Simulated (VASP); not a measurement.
OSZICAR of a VASP run on Bi (a7):

File OSZICAR:
```
       N       E                     dE             d eps       ncg     rms          rms(c)
DAV:   1     0.296250841614E+03    0.29625E+03   -0.16718E+04  3233   0.191E+03
DAV:   2     0.163232274193E+02   -0.27993E+03   -0.27552E+03  3236   0.462E+02
DAV:   3    -0.691203730188E+01   -0.23235E+02   -0.22815E+02  3781   0.155E+02
DAV:   4    -0.771045434388E+01   -0.79842E+00   -0.79690E+00  3596   0.313E+01
DAV:   5    -0.775110334896E+01   -0.40649E-01   -0.40647E-01  4384   0.641E+00    0.100E+00
DAV:   6    -0.774911356432E+01    0.19898E-02   -0.18592E-02  3947   0.157E+00    0.606E-01
DAV:   7    -0.774936152804E+01   -0.24796E-03   -0.12502E-02  3770   0.144E+00    0.112E-01
DAV:   8    -0.774953064692E+01   -0.16912E-03   -0.16636E-03  3517   0.524E-01    0.182E-02
DAV:   9    -0.774954223492E+01   -0.11588E-04   -0.69769E-05  4428   0.910E-02    0.104E-02
DAV:  10    -0.774954059661E+01    0.16383E-05   -0.65618E-06  2725   0.185E-02    0.159E-03
DAV:  11    -0.774954114187E+01   -0.54527E-06   -0.60805E-07  2057   0.838E-03
   1 F= -.87563227E+01 E0= -.87563262E+01  d E =-.875632E+01
```

Which electronic solver shows in the log?

It is blocked Davidson (ALGO = Normal, or the opening steps of other solvers). The INCAR had ALGO = Normal.

Can the final energy be trusted as converged?

Self-consistency was reached. It stopped with EDIFF = 1E-6, NELM = 100, NSW = 60 and EDIFFG = -0.01 after 1 ionic step (PBE GGA with D4 dispersion, plane waves, VASP's PBE PAW potentials (set 64)).

The compound is Bi in the a7 structure. It was relaxed first. The start is the result of an earlier pass.
